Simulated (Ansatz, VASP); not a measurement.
# Cu: VASP beside Ansatz, part 2 of 2

Wanted: the spread between two codes on one cell, functional and k mesh. The structure shown is the end of the Ansatz relaxation below.

VASP 6.6.1 and Ansatz 0.2.0.

So far. Step 3 (VASP: single point, PBEsol, pair 1): The run ends at a pressure of 0.80 GPa.

**6. VASP: single point, PBEsol, pair 2 (continued)**

Level of this step: PBEsol; plane waves and PAW (Cu) (VASP).

Numbers of over 12 decimals in the logs are rounded to 6 here.

Parts of OUTCAR (step 6):

```text
  Total        0.1134218      0.1134218      0.4108205      0.0000000     -0.0000000     -0.0000000
  in kB        8.0693631      8.0693631     29.2277214      0.0000000     -0.0000000     -0.0000000
  external PRESSURE =      15.1221492 kB  Pullay stress =       0.0000000 kB

 POSITION                                       TOTAL-FORCE (eV/Angst)
 -----------------------------------------------------------------------------------
      0.00000      0.00000      0.00000        -0.000000     -0.000000      0.000000
      1.26986      1.26986      1.74569         0.000000      0.000000     -0.000000
 -----------------------------------------------------------------------------------
    total drift:                               -0.000000      0.000000      0.000000

  FREE ENERGIE OF THE ION-ELECTRON SYSTEM (eV)
  ---------------------------------------------------
  free  energy   TOTEN  =        -8.6165371405 eV

  energy  without entropy=       -8.6122265644  energy(sigma->0) =       -8.61438185

[... 1 part as in an earlier step ...]

[... 2 further parts left out ...]
[key lines of the parts left out:]
E-fermi :   8.0082
```

The run ends at a pressure of 1.51 GPa.

**7. Differences**

What differs besides the data sets and the points named for the pairs above, as far as they apply: the data sets hold 38 valence electrons in Ansatz (on its PAW soft_1 files) and 22 in VASP. Total energies have different zeros and are not compared.

Compared:

| quantity | Ansatz | VASP | difference |
| --- | --- | --- | --- |
| pressure (GPa) | 0.72 | 1.51 | -0.79 |

**8. Ansatz: relaxation, PBEsol**

This run makes the geometry at which the two programs are then compared. The cell compared in this pair holds 22.56 Å³, against 22.52 Å³ for the pair before.

The structure compared here is the end of the Ansatz relaxation.

Contents of input.yaml:

```yaml
crystal:
  lattice:
    - [2.525459905, 0.0, 0.0]
    - [0.0, 2.525459905, 0.0]
    - [0.0, 0.0, 3.52700667]
  atoms:
    - { symbol: Cu, position: [0.0, 0.0, 0.0] }
    - { symbol: Cu, position: [0.5, 0.5, 0.5] }
kpoints:
  mp_grid: { grid: [17, 17, 12] }
scf:
  occupations: { method: fermi_dirac, width: 0.05 }
hamiltonian:
  xc: pbesol
  pseudopotentials: { kind: paw, azcp: { folder: soft_1 }, xc_functional: pbe }
basis:
  ecutwfc: 600
output:
  forces: true
  stress: true
  write_density: true
  write_potential: true
  elf: true
  volumetric_format: npy
relax:
  f_tol: 0.005
  max_steps: 70
  cell: { stress_tol: 0.02, p_target: 0, fix: [c, alpha, beta, gamma] }
```

The run is started by

```sh
ansatz run input.yaml --threads 4 --pin off --max-ram 10240MiB --backend cpu --events-out ev --progress --plain --runs-dir out
```

The log of the run:

```text
[...]
Crystal: 2 atoms, lattice volume = 22.495 Å³
Basis set: ecut = 600 eV, 727 PW (Γ), exchange–correlation on 48×48×60 points (8 copies of the dense FFT grid, shifted against one another)
Bands: 23, of which v1, the nominal top of the filled ones, is band 19 counted from 1 (18 counted from 0)
Symmetry: 32 space group operations
[...]
k-points: 315 of 3468
[...]
k-point 314: bands = [... 15 lower, 14.8578, 15.6264, 15.6264, 22.9085, 22.9085, 23.5278, 23.5278, 25.8384]
--- Relaxed structure (3 steps of the walk, 3 accepted, 1 SCFs on fresh bases) ---
[...]
cell:  # Å, volume = 22.5603 Å³
    - [2.529118, 0, 0.0]
    - [0, 2.529118, 0.0]
    - [0.0, 0.0, 3.52700667]
  atoms:
    - { symbol: Cu, position: [0.0, 0.0, 0.0] }
    - { symbol: Cu, position: [0.500000, 0.500000, 0.500000] }
[key lines of the parts left out:]
SCF converged after 8 iterations
Free energy (F): -13177.567513 eV
Fermi energy:    17.166138 eV
P = ⅓ Tr σ = 0.3824 GPa (3.824 kbar)
```

**9. VASP: single point, PBEsol, pair 3**

The same cell, functional, mesh and smearing now go to VASP, with its own data sets.

Contents of INCAR:

```
SYSTEM = Cu
PREC = Accurate
ENCUT = 600
EDIFF = 1E-06
NELM = 120
ISMEAR = -1
SIGMA = 0.05
LREAL = .FALSE.
ALGO = Normal
GGA = PS
NBANDS = 17
LASPH = .TRUE.
LORBIT = 11
LWAVE = .FALSE.
LCHARG = .FALSE.
ISIF = 2
GGA_COMPAT = .FALSE.
KPAR = 2
```

Contents of POSCAR:

```
Cu
1.0
    2.5291182473      0.0000000000      0.0000000000
    0.0000000000      2.5291182473      0.0000000000
    0.0000000000      0.0000000000      3.5270066700
Cu
2
Direct
    0.0000000000      0.0000000000      0.0000000000
    0.5000000000      0.5000000000      0.5000000000
```

Contents of KPOINTS:

```
Automatic mesh
0
Gamma
17 17 12
0 0 0
```

PAW data sets: Cu (PBE family, release 64).

The run is started by

```sh
mpirun -np 2 vasp_std
```

The log of the run:

```text
[... set-up lines as in an earlier step ...]
 entering main loop
       N       E                     dE             d eps       ncg     rms          rms(c)
DAV:   1     0.126381319754E+03    0.12638E+03   -0.11784E+04 11486   0.263E+03
DAV:   2    -0.503873160752E+01   -0.13142E+03   -0.12529E+03 10725   0.312E+02
DAV:   3    -0.107668290037E+02   -0.57281E+01   -0.55893E+01 12306   0.936E+01
DAV:   4    -0.108221112097E+02   -0.55282E-01   -0.55241E-01 13090   0.940E+00
[...]
DAV:  10    -0.861908959562E+01   -0.36606E-04   -0.20473E-04 12424   0.158E-01    0.472E-03
DAV:  11    -0.861909226935E+01   -0.26737E-05   -0.19858E-06 12299   0.212E-02    0.192E-03
DAV:  12    -0.861909217568E+01    0.93668E-07   -0.71825E-07  7012   0.164E-02
   1 F= -.86190922E+01 E0= -.86171896E+01  d E =-.380520E-02
```

From OUTCAR (step 9):

```text
  Total        0.1120531      0.1120531      0.2712204      0.0000000     -0.0000000      0.0000000
  in kB        7.9577398      7.9577398     19.2614235      0.0000000     -0.0000000      0.0000000
  external PRESSURE =      11.7256343 kB  Pullay stress =       0.0000000 kB

 POSITION                                       TOTAL-FORCE (eV/Angst)
 -----------------------------------------------------------------------------------
      0.00000      0.00000      0.00000         0.000000      0.000000     -0.000000
      1.26456      1.26456      1.76350        -0.000000     -0.000000      0.000000
 -----------------------------------------------------------------------------------
    total drift:                               -0.000000      0.000000      0.000000

  FREE ENERGIE OF THE ION-ELECTRON SYSTEM (eV)
  ---------------------------------------------------
  free  energy   TOTEN  =        -8.6190921757 eV

  energy  without entropy=       -8.6152869780  energy(sigma->0) =       -8.61718958

[... 1 part as in an earlier step ...]

[... 2 further parts left out ...]
[key lines of the parts left out:]
E-fermi :   7.9943
```

The run ends at a pressure of 1.17 GPa.

**10. Comparison**

What differs besides the data sets and the points named for the pairs above, as far as they apply: the data sets hold 38 valence electrons in Ansatz (on its PAW soft_1 files) and 22 in VASP. Total energies have different zeros and are not compared.

Both answers:

```csv
quantity,Ansatz,VASP,difference
pressure (GPa),0.38,1.17,-0.79
```

**11. Outcome**

```
difference in pressure (single point, PBEsol, pair 1) : -0.78 GPa
difference in pressure (single point, PBEsol, pair 2) : -0.79 GPa
difference in pressure (single point, PBEsol, pair 3) : -0.79 GPa
```

What this shows: The difference in pressure is -0.79 GPa (single point, PBEsol, pair 2), within the 1 GPa picked in this series as the mark of a large difference. The data sets hold unlike numbers of valence electrons (38 in Ansatz and 22 in VASP), so part of the differences comes from the potentials. 4 further runs of this series are not shown here. How closely two codes agree says nothing of how well the functional describes the real material.

[Lines on the potential files, build, host, timing and source positions are cut from VASP's logs without a mark.]

[Logs are printed without paths, hosts, clocks, repeated set-up lines and the standing remarks that a program may print on its own settings, such as how far it seeks lower states.]

[Hosts, paths, dates, database ids (printed as entryN), source tags and the programs' standing remarks are cut or masked in the printed files.]
